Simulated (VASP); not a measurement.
# Driving VASP from ASE on In2Ag, part 2 of 3

Do ASE scripts that read In2Ag from different structure formats give one answer, and do several routes find one equilibrium volume? All runs use PBEsol. Left out of this account: 1 further run (fields: a reference on another mesh). The start is a cell from a database of measured crystal structures.

VASP 6.6.1; PBEsol; plane waves and PAW (In_d, Ag).

So far. Step 2 (A single point (PBEsol, through ASE)): The pressure is -1.41 GPa and the largest force 0.028 eV/Å, so the cell is not at a minimum at these settings. Step 3 (Total energy, forces and stress (PBEsol, through ASE)): The energy lies -6.71 meV an atom from the first script, since this cell and mesh sample the zone at other points.

### Step 4. Full relaxation (PBEsol, through ASE)

System of this step: In2Ag. Symmetry: I4/mcm, No. 140, tetragonal system. The conventional cell has a = 6.881 Å, b = 6.881 Å, c = 5.620 Å, α = 90.00°, β = 90.00°, γ = 90.00°. Nearest to In lie 4 Ag at 2.95 Å and 1 In at 3.04 Å. Nearest to Ag lie 2 Ag at 2.81 Å and 8 In at 2.95 Å. Farther neighbours are not listed.

Properties are meant for the cell that this level of theory prefers, so cell and atoms are relaxed first (ISIF = 3) until forces and stress are small; EDIFFG sets the threshold.

run.py

```python
import numpy as np
from ase.calculators.vasp import Vasp
from ase.io import read

atoms = read('In2Ag.cif')

calc = Vasp(
    xc='pbesol',
    pp='PBE',
    prec='Accurate',
    encut=400,
    ediff=1e-06,
    nelm=100,
    ismear=-1,
    sigma=0.05,
    lreal=False,
    algo='Normal',
    nbands=45,
    lasph=True,
    lorbit=11,
    lwave=False,
    lcharg=False,
    kpar=4,
    ibrion=2,
    nsw=60,
    isif=3,
    ediffg=-0.01,
    pp_version='64',
    setups={'In': '_d', 'Ag': ''},
    kpts=(7, 7, 7),
    gamma=True,
    txt='vasp.out',
)
atoms.calc = calc

print("energy (eV):", round(atoms.get_potential_energy(), 6))
print("Fermi level (eV):", round(calc.get_fermi_level(), 4))
print("forces (eV/A):")
print(np.round(atoms.get_forces(), 4))
print("stress (GPa, Voigt, tension positive):", np.round(atoms.get_stress() * 160.21766, 3))
print("cell (A, degrees):", np.round(atoms.cell.cellpar(), 4))
print("volume (A^3):", round(atoms.get_volume(), 4))
print("positions:")
print(np.round(atoms.get_scaled_positions(), 5))
```

In2Ag.cif

```cif
data_In2Ag
_cell_length_a 5.61873478
_cell_length_b 5.61873478
_cell_length_c 5.61873478
_cell_angle_alpha 104.48417551
_cell_angle_beta 104.48417551
_cell_angle_gamma 119.98510170
_space_group_name_H-M_alt 'P1'
_space_group_name_Hall 'P 1'
_space_group_IT_number 1
loop_
_space_group_symop_operation_xyz
'x,y,z'
loop_
_atom_site_label
_atom_site_type_symbol
_atom_site_symmetry_multiplicity
_atom_site_Wyckoff_symbol
_atom_site_fract_x
_atom_site_fract_y
_atom_site_fract_z
_atom_site_occupancy
In1 In 1 a 0.6563000000 0.1563000000 0.8126000000 1
In2 In 1 a 0.1563000000 0.3437000000 0.5000000000 1
In3 In 1 a 0.3437000000 0.8437000000 0.1874000000 1
In4 In 1 a 0.8437000000 0.6563000000 0.5000000000 1
Ag1 Ag 1 a 0.2500000000 0.2500000000 0.0000000000 1
Ag2 Ag 1 a 0.7500000000 0.7500000000 0.0000000000 1
```

Potentials, in the order of the species: In_d and Ag (PBE family, release 64).

Run with:

```bash
export ASE_VASP_COMMAND="mpirun -np 4 vasp_std"
python run.py
```

What it wrote:

```text
energy (eV): -18.857266
Fermi level (eV): 8.4983
forces (eV/A):
[[-0.     -0.      0.0044]
 [ 0.0038 -0.0022  0.    ]
 [ 0.      0.     -0.0044]
 [-0.0038  0.0022  0.    ]
 [ 0.     -0.      0.    ]
 [ 0.      0.      0.    ]]
stress (GPa, Voigt, tension positive): [ 0.039  0.064  0.026 -0.    -0.     0.021]
cell (A, degrees): [  5.5802   5.5802   5.5802 104.3802 104.3802 120.2179]
volume (A^3): 130.1774
positions:
[[0.6552 0.1552 0.8104]
 [0.1552 0.3448 0.5   ]
 [0.3448 0.8448 0.1896]
 [0.8448 0.6552 0.5   ]
 [0.25   0.25   0.    ]
 [0.75   0.75   0.    ]]
```

Elapsed: 4.8 min, on 4 MPI ranks of Intel Xeon Platinum 8488C (Sapphire Rapids), shared host; peak memory 1.3 GiB.

The INCAR that ASE wrote:

```
ENCUT = 400.000000
SIGMA = 0.050000
EDIFF = 1.00e-06
EDIFFG = -1.00e-02
ALGO = Normal
GGA = PS
PREC = Accurate
IBRION = 2
ISIF = 3
ISMEAR = -1
KPAR = 4
LORBIT = 11
NBANDS = 45
NELM = 100
NSW = 60
LASPH = .TRUE.
LCHARG = .FALSE.
LWAVE = .FALSE.
LREAL = .FALSE.
```

The KPOINTS that ASE wrote:

```
KPOINTS created by Atomic Simulation Environment
0
Gamma
7 7 7
0 0 0
```

vasp.out:

```text
[banner, memory and clock lines left out]
running    4 mpi-ranks, on    1 nodes
 distrk:  each k-point on    1 cores,    4 groups
 distr:  one band on    1 cores,    1 groups

 POSCAR found type information on POSCAR InAg
 POSCAR found :  2 types and       6 ions
 [... a notice as in an earlier step ...]

 LDA part: xc-table for (Slater+PW92), standard interpolation
 POSCAR, INCAR and KPOINTS ok, starting setup
 FFT: planning ... GRIDC
 FFT: planning ... GRID_SOFT
 FFT: planning ... GRID
 WAVECAR not read
 entering main loop
       N       E                     dE             d eps       ncg     rms          rms(c)
DAV:   1     0.723742461450E+03    0.72374E+03   -0.30157E+04  3623   0.191E+03
DAV:   2     0.693907446764E+02   -0.65435E+03   -0.63617E+03  3623   0.504E+02
DAV:   3    -0.164198804043E+02   -0.85811E+02   -0.83518E+02  3857   0.200E+02
DAV:   4    -0.201010223888E+02   -0.36811E+01   -0.36549E+01  4210   0.437E+01
DAV:   5    -0.202298934997E+02   -0.12887E+00   -0.12884E+00  5256   0.698E+00    0.992E+00
DAV:   6    -0.189762949757E+02    0.12536E+01   -0.73214E+00  3905   0.185E+01    0.676E+00
DAV:   7    -0.188862608944E+02    0.90034E-01   -0.52973E-01  4129   0.600E+00    0.343E+00
DAV:   8    -0.188598683446E+02    0.26393E-01   -0.11917E-01  4767   0.299E+00    0.535E-01
DAV:   9    -0.188554296270E+02    0.44387E-02   -0.26316E-02  4496   0.149E+00    0.404E-01
DAV:  10    -0.188552973590E+02    0.13227E-03   -0.23432E-03  4405   0.413E-01    0.178E-01
DAV:  11    -0.188552430249E+02    0.54334E-04   -0.34492E-04  4256   0.150E-01    0.244E-02
DAV:  12    -0.188552476870E+02   -0.46621E-05   -0.53413E-05  4876   0.419E-02    0.120E-02
DAV:  13    -0.188552477964E+02   -0.10943E-06   -0.17779E-06  2887   0.668E-03
   1 F= -.18855248E+02 E0= -.18842980E+02  d E =-.188552E+02
 curvature:   0.00 expect dE= 0.000E+00 dE for cont linesearch  0.000E+00
 trial: gam= 0.00000 g(F)=  0.147E-03 g(S)=  0.331E-01 ort = 0.000E+00 (trialstep = 0.100E+01)
 search vector abs. value=  0.333E-01
 bond charge predicted
       N       E                     dE             d eps       ncg     rms          rms(c)
DAV:   1    -0.196539693897E+02   -0.79872E+00   -0.16935E+01  4147   0.441E+01    0.577E+00
DAV:   2    -0.189372866085E+02    0.71668E+00   -0.22744E+00  4063   0.159E+01    0.193E+00
DAV:   3    -0.188768463733E+02    0.60440E-01   -0.15570E-01  4936   0.458E+00    0.765E-01
DAV:   4    -0.188675044316E+02    0.93419E-02   -0.25739E-02  5028   0.163E+00    0.534E-01
DAV:   5    -0.188673753661E+02    0.12907E-03   -0.88616E-04  4076   0.246E-01    0.477E-01
DAV:   6    -0.188668935831E+02    0.48178E-03   -0.15067E-03  3974   0.152E-01    0.957E-02
DAV:   7    -0.188668760564E+02    0.17527E-04   -0.18839E-04  4706   0.130E-01    0.420E-02
DAV:   8    -0.188668851496E+02   -0.90932E-05   -0.28677E-05  4469   0.407E-02    0.212E-02
DAV:   9    -0.188668818152E+02    0.33344E-05   -0.79366E-06  3733   0.217E-02    0.645E-03
DAV:  10    -0.188668822956E+02   -0.48046E-06   -0.11542E-06  2348   0.553E-03
   2 F= -.18866882E+02 E0= -.18855111E+02  d E =-.116345E-01
[...]
3 F= -.18868091E+02 E0= -.18856186E+02  d E =-.128436E-01
[...]
4 F= -.18868085E+02 E0= -.18856172E+02  d E =-.128371E-01
[...]
5 F= -.18868382E+02 E0= -.18856501E+02  d E =-.296892E-03
[...]
6 F= -.18868918E+02 E0= -.18857152E+02  d E =-.833424E-03
 curvature:  -2.27 expect dE=-0.191E-03 dE for cont linesearch -0.576E-04
 ZBRENT: extrapolating
 opt :   5.1952  next Energy=   -18.868983 (dE=-0.898E-03)
 bond charge predicted
       N       E                     dE             d eps       ncg     rms          rms(c)
DAV:   1    -0.188687361199E+02    0.18130E-03   -0.15701E-01  4186   0.170E+00    0.172E-01
DAV:   2    -0.188691081795E+02   -0.37206E-03   -0.66700E-03  5088   0.662E-01    0.799E-02
DAV:   3    -0.188690139995E+02    0.94180E-04   -0.12401E-04  5110   0.912E-02    0.491E-02
DAV:   4    -0.188689726948E+02    0.41305E-04   -0.47742E-05  5266   0.792E-02    0.118E-02
DAV:   5    -0.188689743491E+02   -0.16543E-05   -0.19351E-05  3940   0.348E-02    0.852E-03
DAV:   6    -0.188689746771E+02   -0.32799E-06   -0.10411E-06  1993   0.109E-02
   7 F= -.18868975E+02 E0= -.18857266E+02  d E =-.889800E-03
 curvature:  -2.55 expect dE=-0.107E-03 dE for cont linesearch -0.406E-06
 trial: gam= 0.08753 g(F)=  0.378E-05 g(S)=  0.381E-04 ort =-0.736E-05 (trialstep = 0.180E+01)
 search vector abs. value=  0.432E-04
 reached required accuracy - stopping structural energy minimisation
```

Parts of OUTCAR (step 4):

```text
  LATTYP: Found a body centered tetragonal cell.
 ALAT       =     6.8810000029
 C/A-ratio  =     0.8167417527

 Found     40 irreducible k-points:

   NELECT =      74.0000    total number of electrons

 E-fermi :   8.4983

 k-point     1 :       0.0000    0.0000    0.0000
  band No.  band energies     occupation
    ...
     35       6.9124      2.00000
     36       7.5274      2.00000
     37       7.8257      2.00000
     38       7.8257      2.00000
     39       7.9585      1.99996
     40       8.6914      0.04120
     41       8.6914      0.04120
     42       9.1319      0.00001
     43      10.8574      0.00000
     44      13.5849      0.00000
    ...

 k-point     2 :       0.1429    0.0000    0.0000
  band No.  band energies     occupation
    ...
     35       6.6411      2.00000
     36       6.9132      2.00000
     37       7.6119      2.00000
     38       7.7191      2.00000
     39       8.1051      1.99923
     40       9.4572      0.00000
     41       9.7996      0.00000
     42      10.4590      0.00000
     43      11.9167      0.00000
     44      12.2471      0.00000
    ...

  Total       -0.0315854     -0.0516889     -0.0215246     -0.0174206      0.0000000      0.0000000
  in kB       -0.3887416     -0.6361683     -0.2649168     -0.2144065      0.0000000      0.0000000
  external PRESSURE =      -0.4299423 kB  Pullay stress =       0.0000000 kB

  energy-cutoff  :      400.00
  volume of cell :      130.18
      direct lattice vectors                 reciprocal lattice vectors
     5.580219358 -0.011336674  0.000000000     0.179415729  0.104009947  0.103350231
    -2.798672308  4.827671272  0.000000000     0.000421316  0.207383451  0.103350231
    -1.390773525 -2.408167299  4.837918546    -0.000000000 -0.000000000  0.206700462

 POSITION                                       TOTAL-FORCE (eV/Angst)
 -----------------------------------------------------------------------------------
      2.09472     -1.20975      3.92067        -0.000000     -0.000000      0.004427
     -0.79430      0.45873      2.41896         0.003834     -0.002214      0.000000
     -0.70395      3.61792      0.91725         0.000000      0.000000     -0.004427
      2.18507      1.94944      2.41896        -0.003834      0.002214      0.000000
      0.69539      1.20408      0.00000         0.000000     -0.000000      0.000000
      2.08616      3.61225      0.00000         0.000000      0.000000      0.000000
 -----------------------------------------------------------------------------------
    total drift:                                0.000000      0.000000     -0.000000

  FREE ENERGIE OF THE ION-ELECTRON SYSTEM (eV)
  ---------------------------------------------------
  free  energy   TOTEN  =       -18.8689746771 eV

  energy  without entropy=      -18.8455574062  energy(sigma->0) =      -18.85726604

 reached required accuracy - stopping structural energy minimisation

 total charge
# of ion       s       p       d       tot
------------------------------------------
    1        0.934   0.575   9.860  11.369
    2        0.934   0.575   9.860  11.369
    3        0.934   0.575   9.860  11.369
    4        0.934   0.575   9.860  11.369
    5        0.444   0.376   9.110   9.930
    6        0.444   0.376   9.110   9.930
--------------------------------------------------
tot          4.626   3.049  57.661  65.336

[... 5 parts as in an earlier step ...]

[... 7 further parts left out ...]
```

The run keeps the 16 symmetry operations of its start, so it cannot find a distortion of lower symmetry.

The steps of the relaxation:

```csv
step,energy less that of the first step (eV),largest force (eV/Å),pressure (GPa),volume (Å³)
1,0.0000,0.0276,-1.41,133.05
2,-0.0116,0.0425,0.48,129.32
3,-0.0128,0.0393,0.03,130.19
4,-0.0128,0.0389,-0.03,130.25
5,-0.0131,0.0309,-0.02,130.23
6,-0.0137,0.0073,-0.06,130.20
7,-0.0137,0.0044,-0.04,130.18
```

```csv
"conventional cell, symmetrised",before,after,change
a (Å),6.881,6.842,-0.6 %
b (Å),6.881,6.842,-0.6 %
c (Å),5.620,5.562,-1.0 %
volume (Å³/atom),22.17,21.70,-2.2 %
```

The atoms that moved most (Å, as changes of fractional coordinates times the final cell):

```csv
atom,dx,dy,dz,length
In1,0.000,0.000,-0.011,0.011
In3,0.000,0.000,0.011,0.011
In2,-0.009,0.005,0.000,0.011
In4,0.009,-0.005,0.000,0.011
```

Final coordinates:

```xyz
6
Lattice="5.5802 -0.0113 0.0000 -2.7987 4.8277 0.0000 -1.3908 -2.4082 4.8379" Properties=species:S:1:pos:R:3 pbc="T T T"
In    2.0947   -1.2098    3.9207
In   -0.7943    0.4587    2.4190
In   -0.7039    3.6179    0.9172
In    2.1851    1.9494    2.4190
Ag    0.6954    1.2041    0.0000
Ag    2.0862    3.6123    0.0000
```

This step gave:

```
electrons                       : 74
bands                           : 45
irreducible k-points            : 40
free energy (TOTEN)             : -18.87 eV
energy at zero smearing         : -18.86 eV
Fermi energy                    : 8.498 eV
pressure                        : -0.04299 GPa
SCF cycles over all ionic steps : 52
```

It ends with a largest force of 0.004 eV/Å and a pressure of -0.04 GPa.

### Step 5. Equation of state by an ASE loop (PBEsol)

An ASE loop scales the volume and fits the energies, which gives the bulk modulus from energies alone.

run.py

```python
import numpy as np
from ase.calculators.vasp import Vasp
from ase.io import read
from ase.eos import EquationOfState
from ase.units import GPa

atoms = read('structure.vasp')

calc = Vasp(
    xc='pbesol',
    pp='PBE',
    prec='Accurate',
    encut=400,
    ediff=1e-06,
    nelm=100,
    ismear=-1,
    sigma=0.05,
    lreal=False,
    algo='Normal',
    nbands=45,
    lasph=True,
    lorbit=11,
    lwave=False,
    lcharg=False,
    kpar=4,
    isif=2,
    pp_version='64',
    setups={'In': '_d', 'Ag': ''},
    kpts=(7, 7, 7),
    gamma=True,
    txt='vasp.out',
)
atoms.calc = calc

cell, volumes, energies = atoms.get_cell(), [], []
for x in [0.94, 0.96, 0.98, 1.0, 1.02, 1.04, 1.06]:
    atoms.set_cell(cell * x ** (1 / 3), scale_atoms=True)
    volumes.append(atoms.get_volume())
    energies.append(atoms.get_potential_energy())
    print(f"{x:.2f}  V = {volumes[-1]:.4f} A^3  E = {energies[-1]:.6f} eV")
v0, e0, b0 = EquationOfState(volumes, energies, eos="birchmurnaghan").fit()
print(f"V0 = {v0:.4f} A^3  E0 = {e0:.6f} eV  B0 = {b0 / GPa:.2f} GPa")
```

structure.vasp

```
In2Ag
1.0
   -3.4405000000      3.4405000000      2.8100000000
    3.4405000000     -3.4405000000      2.8100000000
    3.4405000000      3.4405000000     -2.8100000000
In Ag
4 2
Direct
    0.6563000000      0.1563000000      0.8126000000
    0.1563000000      0.3437000000      0.5000000000
    0.3437000000      0.8437000000      0.1874000000
    0.8437000000      0.6563000000      0.5000000000
    0.2500000000      0.2500000000      0.0000000000
    0.7500000000      0.7500000000      0.0000000000
```

What it wrote:

```text
0.94  V = 125.0654 A^3  E = -18.803340 eV
0.96  V = 127.7264 A^3  E = -18.841048 eV
0.98  V = 130.3874 A^3  E = -18.853268 eV
1.00  V = 133.0483 A^3  E = -18.842980 eV
1.02  V = 135.7093 A^3  E = -18.813157 eV
1.04  V = 138.3703 A^3  E = -18.766117 eV
1.06  V = 141.0312 A^3  E = -18.704338 eV
V0 = 130.4395 A^3  E0 = -18.853244 eV  B0 = 65.87 GPa
```

It took 7 min on 4 MPI ranks; peak memory 1.3 GiB; 27 min of CPU time.

ASE turned this into the INCAR:

```
ENCUT = 400.000000
SIGMA = 0.050000
EDIFF = 1.00e-06
ALGO = Normal
GGA = PS
PREC = Accurate
ISIF = 2
ISMEAR = -1
KPAR = 4
LORBIT = 11
NBANDS = 45
NELM = 100
LASPH = .TRUE.
LCHARG = .FALSE.
LWAVE = .FALSE.
LREAL = .FALSE.
```

The KPOINTS that ASE wrote:

```
KPOINTS created by Atomic Simulation Environment
0
Gamma
7 7 7
0 0 0
```

vasp.out (the last of its runs):

```text
[banner, memory and clock lines left out]
running    4 mpi-ranks, on    1 nodes
 distrk:  each k-point on    1 cores,    4 groups
 distr:  one band on    1 cores,    1 groups

 POSCAR found type information on POSCAR InAg
 POSCAR found :  2 types and       6 ions
 [... a notice as in an earlier step ...]

 LDA part: xc-table for (Slater+PW92), standard interpolation
 POSCAR, INCAR and KPOINTS ok, starting setup
 FFT: planning ... GRIDC
 FFT: planning ... GRID_SOFT
 FFT: planning ... GRID
 WAVECAR not read
 WARNING: random wavefunctions but no delay for mixing, default for NELMDL
 entering main loop
       N       E                     dE             d eps       ncg     rms          rms(c)
DAV:   1     0.717664164755E+03    0.71766E+03   -0.30123E+04  3610   0.187E+03
DAV:   2     0.671432687624E+02   -0.65052E+03   -0.63231E+03  3636   0.495E+02
DAV:   3    -0.162259190696E+02   -0.83369E+02   -0.81212E+02  3847   0.197E+02
DAV:   4    -0.198049164495E+02   -0.35790E+01   -0.35491E+01  4162   0.428E+01
DAV:   5    -0.199394661761E+02   -0.13455E+00   -0.13450E+00  5063   0.711E+00    0.892E+00
DAV:   6    -0.188223089368E+02    0.11172E+01   -0.66269E+00  3875   0.173E+01    0.610E+00
DAV:   7    -0.187443512213E+02    0.77958E-01   -0.46603E-01  4055   0.542E+00    0.309E+00
DAV:   8    -0.187216680442E+02    0.22683E-01   -0.11572E-01  4644   0.282E+00    0.483E-01
DAV:   9    -0.187177002947E+02    0.39677E-02   -0.24623E-02  4407   0.139E+00    0.366E-01
DAV:  10    -0.187175987787E+02    0.10152E-03   -0.22133E-03  4552   0.392E-01    0.170E-01
DAV:  11    -0.187175467910E+02    0.51988E-04   -0.35255E-04  4224   0.155E-01    0.169E-02
DAV:  12    -0.187175512038E+02   -0.44128E-05   -0.50791E-05  4653   0.410E-02    0.998E-03
DAV:  13    -0.187175513678E+02   -0.16405E-06   -0.21255E-06  2946   0.692E-03
   1 F= -.18717551E+02 E0= -.18704338E+02  d E =-.264271E-01
```

OUTCAR, selected parts (step 5):

```text
   ENCUT  =  400.0 eV  29.40 Ry    5.42 a.u.   9.34  9.34  9.34*2*pi/ulx,y,z

   NELECT =      74.0000    total number of electrons

 E-fermi :   7.4854

 k-point     1 :       0.0000    0.0000    0.0000
  band No.  band energies     occupation
    ...
     37       6.9537      1.99995
     38       6.9537      1.99995
     39       7.0520      1.99966
     40       7.5051      0.80557
     41       7.5051      0.80557
     42       8.2207      0.00000
     43       9.5717      0.00000
     44      12.2458      0.00000
     45      12.4019      0.00000

  Total       -3.7728528     -3.7728528     -3.7874644      0.0000000     -0.0000000      0.0000000
  in kB      -42.8612811    -42.8612811    -43.0272743      0.0000000     -0.0000000      0.0000000
  external PRESSURE =     -42.9166122 kB  Pullay stress =       0.0000000 kB

 POSITION                                       TOTAL-FORCE (eV/Angst)
 -----------------------------------------------------------------------------------
      1.09659      4.60457      0.00000         0.005688      0.005688     -0.000000
      2.41138      1.09659      0.00000        -0.005688      0.005688      0.000000
      2.41138     -1.09659      2.86511        -0.005688     -0.005688      0.000000
      1.09659      2.41138      2.86511         0.005688     -0.005688      0.000000
      0.00000      0.00000      1.43256        -0.000000      0.000000      0.000000
      0.00000      0.00000      4.29767        -0.000000      0.000000      0.000000
 -----------------------------------------------------------------------------------
    total drift:                               -0.000000     -0.000000      0.000000

  FREE ENERGIE OF THE ION-ELECTRON SYSTEM (eV)
  ---------------------------------------------------
  free  energy   TOTEN  =       -18.7175513678 eV

  energy  without entropy=      -18.6911242703  energy(sigma->0) =      -18.70433782

[... 4 parts as in an earlier step ...]

[... 12 further parts left out ...]
```

This step gave:

```
bulk modulus                  : 65.87 GPa
equilibrium volume of the fit : 21.74 Å³/atom
```

The fitted volume lies +0.20 % from the relaxed one.

(Part 2 of 3 ends here.)

[Lines on the potential files, build, host, timing and source positions are cut from VASP's logs without a mark.]

[Logs are printed without paths, hosts, clocks, repeated set-up lines and the standing remarks that a program may print on its own settings, such as how far it seeks lower states.]

[Hosts, paths, dates, database ids (printed as entryN), source tags and the programs' standing remarks are cut or masked in the printed files.]

[A measured line is paired with the nearest computed mode of its activity, which favours agreement.]
